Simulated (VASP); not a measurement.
Output of a VASP run:

### OUTCAR
```
 ion  position               nearest neighbor table
   1  0.000  0.000  0.000-   2 2.13   2 2.13   2 2.13   2 2.13   2 2.13   2 2.13
   2  0.500  0.500  0.500-   1 2.13   1 2.13   1 2.13   1 2.13   1 2.13   1 2.13
  LATTYP: Found a face centered cubic cell.
 ALAT       =     4.2681202138
 Subroutine PRICEL returns:
 Original cell was already a primitive cell.
 Subroutine GETGRP returns: Found 48 space group operations
The static configuration has the point symmetry O_h .
The dynamic configuration has the point symmetry O_h .
 Subroutine INISYM returns: Found 48 space group operations
 Subroutine IBZKPT returns following result:
 Found    120 irreducible k-points:

 Following reciprocal coordinates:
            Coordinates               Weight
  0.000000  0.000000  0.000000      1.000000
  0.066667  0.000000  0.000000      8.000000
  0.133333  0.000000  0.000000      8.000000
  0.200000  0.000000  0.000000      8.000000
  0.266667  0.000000  0.000000      8.000000
  0.333333  0.000000  0.000000      8.000000
  0.400000  0.000000  0.000000      8.000000
  0.466667  0.000000  0.000000      8.000000
  0.066667  0.066667  0.000000      6.000000
  0.133333  0.066667  0.000000     24.000000
  0.200000  0.066667  0.000000     24.000000
  0.266667  0.066667  0.000000     24.000000
  0.333333  0.066667  0.000000     24.000000
  0.400000  0.066667  0.000000     24.000000
  0.466667  0.066667  0.000000     24.000000
 -0.466667  0.066667  0.000000     24.000000
 -0.400000  0.066667  0.000000     24.000000
 -0.333333  0.066667  0.000000     24.000000
 -0.266667  0.066667  0.000000     24.000000
 -0.200000  0.066667  0.000000     24.000000
 -0.133333  0.066667  0.000000     24.000000
 -0.066667  0.066667  0.000000     12.000000
  0.133333  0.133333  0.000000      6.000000
  0.200000  0.133333  0.000000     24.000000
  0.266667  0.133333  0.000000     24.000000
  0.333333  0.133333  0.000000     24.000000
  0.400000  0.133333  0.000000     24.000000
  0.466667  0.133333  0.000000     24.000000
 -0.466667  0.133333  0.000000     24.000000
 -0.400000  0.133333  0.000000     24.000000
 -0.333333  0.133333  0.000000     24.000000
 -0.266667  0.133333  0.000000     24.000000
 -0.200000  0.133333  0.000000     24.000000
 -0.133333  0.133333  0.000000     12.000000
  0.200000  0.200000  0.000000      6.000000
  0.266667  0.200000  0.000000     24.000000
  0.333333  0.200000  0.000000     24.000000
  0.400000  0.200000  0.000000     24.000000
  0.466667  0.200000  0.000000     24.000000
 -0.466667  0.200000  0.000000     24.000000
   k-points           NKPTS =    120   k-points in BZ     NKDIM =    120   number of bands    NBANDS=     12
   number of dos      NEDOS =    301   number of ions     NIONS =      2
   total plane-waves  NPLWV =  21952
   dimension x,y,z NGX =    28 NGY =   28 NGZ =   28
   dimension x,y,z NGXF=    56 NGYF=   56 NGZF=   56
   ions per type =               1   1
   PREC   = accura    normal or accurate (medium, high low for compatibility)
   ISTART =      0    job   : 0-new  1-cont  2-samecut
   ICHARG =      2    charge: 1-file 2-atom 10-const
   ISPIN  =      1    spin polarized calculation?
   LNONCOLLINEAR =      F non collinear calculations
   LSORBIT =      F    spin-orbit coupling
   INIWAV =      1    electr: 0-lowe 1-rand  2-diag
   ENCUT  =  620.0 eV  45.57 Ry    6.75 a.u.   6.13  6.13  6.13*2*pi/ulx,y,z
   NELM   =    100;   NELMIN=  2; NELMDL= -5     # of ELM steps
   EDIFF  = 0.1E-05   stopping-criterion for ELM
   LREAL  =      F    real-space projection
   NLSPLINE    = F    spline interpolate recip. space projectors
   LMAXMIX     =    4 max onsite mixed and CHGCAR
   VOSKOWN=      0    Vosko Wilk Nusair interpolation
   EDIFFG = -.2E-01   stopping-criterion for IOM
   NSW    =     40    number of steps for IOM
   NBLOCK =      1;   KBLOCK =     40    inner block; outer block
   IBRION =      2    ionic relax: 0-MD 1-quasi-New 2-CG
...
```

File OSZICAR:
```
       N       E                     dE             d eps       ncg     rms          rms(c)
DAV:   1     0.127862140237E+03    0.12786E+03   -0.94906E+03  2880   0.183E+03
DAV:   2    -0.138399177278E+02   -0.14170E+03   -0.13471E+03  2984   0.408E+02
DAV:   3    -0.245565307765E+02   -0.10717E+02   -0.10148E+02  3872   0.102E+02
DAV:   4    -0.250920839185E+02   -0.53555E+00   -0.53464E+00  3760   0.221E+01
DAV:   5    -0.251076805609E+02   -0.15597E-01   -0.15595E-01  3940   0.339E+00    0.199E+01
DAV:   6    -0.203094954286E+02    0.47982E+01   -0.28696E+01  3400   0.705E+01    0.666E+00
DAV:   7    -0.198275006045E+02    0.48199E+00   -0.37396E+00  3272   0.258E+01    0.533E+00
DAV:   8    -0.197931201639E+02    0.34380E-01   -0.21410E-01  3064   0.675E+00    0.191E+00
DAV:   9    -0.198010542030E+02   -0.79340E-02   -0.59910E-02  3424   0.252E+00    0.927E-01
DAV:  10    -0.197967232547E+02    0.43309E-02   -0.17940E-02  3452   0.213E+00    0.302E-01
DAV:  11    -0.197964997073E+02    0.22355E-03   -0.19761E-03  3356   0.555E-01    0.703E-02
DAV:  12    -0.197964208004E+02    0.78907E-04   -0.23840E-04  3088   0.262E-01    0.204E-02
DAV:  13    -0.197964104115E+02    0.10389E-04   -0.22849E-05  4000   0.755E-02    0.369E-03
DAV:  14    -0.197964103700E+02    0.41501E-07   -0.42027E-07  1844   0.862E-03
   1 F= -.19189801E+02 E0= -.19189751E+02  d E =-.191898E+02
```

**OUTCAR**
```
------------------------ aborting loop because EDIFF is reached ----------------------------------------
  FORCE on cell =-STRESS in cart. coord.  units (eV):
  Direction    XX          YY          ZZ          XY          YZ          ZX
  --------------------------------------------------------------------------------------
  Total        0.5988473      0.5988473      0.5988473      0.0000000      0.0000000     -0.0000000
  in kB       49.3601830     49.3601830     49.3601830      0.0000000      0.0000000     -0.0000000
  external PRESSURE =      -0.6398170 kB  Pullay stress =      50.0000000 kB
  volume of cell :       19.44
      direct lattice vectors                 reciprocal lattice vectors
     0.000000000  2.134060107  2.134060107    -0.234295181  0.234295181  0.234295181
     2.134060107  0.000000000  2.134060107     0.234295181 -0.234295181  0.234295181
     2.134060107  2.134060107  0.000000000     0.234295181  0.234295181 -0.234295181
 POSITION                                       TOTAL-FORCE (eV/Angst)
 -----------------------------------------------------------------------------------
      0.00000      0.00000      0.00000        -0.000000      0.000000     -0.000000
      2.13406      2.13406      2.13406         0.000000     -0.000000      0.000000
 -----------------------------------------------------------------------------------
    total drift:                               -0.000000      0.000000      0.000000
  FREE ENERGIE OF THE ION-ELECTRON SYSTEM (eV)
  ---------------------------------------------------
  free  energy   TOTEN  =       -19.7964103700 eV

  energy  without entropy=      -19.7962615318  energy(sigma->0) =      -19.79636076
  enthalpy is  TOTEN    =       -19.1898006572 eV   P V=        0.6066097128

 reached required accuracy - stopping structural energy minimisation
```
(Selected blocks of OUTCAR.)

File POSCAR:
```
TiC
1
    0.0000000000     2.1340601069     2.1340601069
    2.1340601069     0.0000000000     2.1340601069
    2.1340601069     2.1340601069     0.0000000000
Ti C
1 1
Direct
  0.0000000000   0.0000000000   0.0000000000
  0.5000000000   0.5000000000   0.5000000000
```

Problem. Write an INCAR and KPOINTS that could have produced this output.

Solution. This is not unique; one that fits is the input of the run itself, PBEsol GGA, plane waves, VASP's PBE PAW potentials (set 64).

KPOINTS:
```
Automatic mesh
0
Gamma
15 15 15
0 0 0
```

**INCAR**
```
# general
SYSTEM  = TiC
PREC    = Accurate
ENCUT   = 620
LREAL   = .False.
LASPH   = .True.

# electronic loop
EDIFF   = 1E-6
NELM    = 100
ALGO    = Normal
LMAXMIX = 4

# smearing
ISMEAR  = 1
SIGMA   = 0.1

# functional
GGA     = PS

# ions
IBRION  = 2
NSW     = 40
ISIF    = 3
EDIFFG  = -0.02
PSTRESS = 50

# output
LWAVE   = .False.
LCHARG  = .False.
```

POTCAR, in this order: Ti_sv C (PBE.64 set). Program: vasp_std.

The compound is TiC in the rock salt structure. It was relaxed first under an external pressure of 5 GPa.
